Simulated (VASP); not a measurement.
```
BaHfO3
1.0
    4.15961     0.00000     0.00000
    0.00000     4.15961     0.00000
    0.00000     0.00000     4.15961
Ba Hf O
1 1 3
Direct
  0.00000   0.00000   0.00000
  0.50000   0.50000   0.50000
  0.50000   0.00000   0.50000
  0.00000   0.50000   0.50000
  0.50000   0.50000   0.00000
```

These are SCAN meta-GGA, VASP's PBE PAW potentials (set 64) (plane waves; VASP 6.6.1) values and carry that method's errors. Settings: 520 eV cut-off, 6×6×6 Γ-centred mesh, tetrahedra with Blöchl corrections, potentials Ba_sv Hf_pv O.

Unless said otherwise, spin-orbit coupling is left out, though it shifts the bands of the heavy elements here.

Question: Give the energies of bands 11 to 22 at the high-symmetry points, in eV from the valence-band maximum.

Answer: 
```csv
band,Γ,X,M,R
11,-1.68,-4.09,-4.39,-4.54
12,-1.68,-2.10,-3.92,-3.90
13,-1.68,-2.10,-3.84,-3.90
14,-1.01,-1.81,-2.44,-2.55
15,-1.01,-1.74,-2.44,-2.55
16,-1.01,-1.74,-1.02,-2.55
17,-0.21,-1.71,-0.93,0.00
18,-0.21,-0.53,-0.93,0.00
19,-0.21,-0.53,-0.08,0.00
20,4.07,4.62,6.79,6.75
21,4.07,6.88,6.79,6.75
22,4.07,6.88,7.32,6.75
```

The gap is indirect, 4.07 eV, from the valence maximum at R to the conduction minimum at Γ.

The compound is BaHfO3 in the cubic perovskite structure. It was relaxed first.
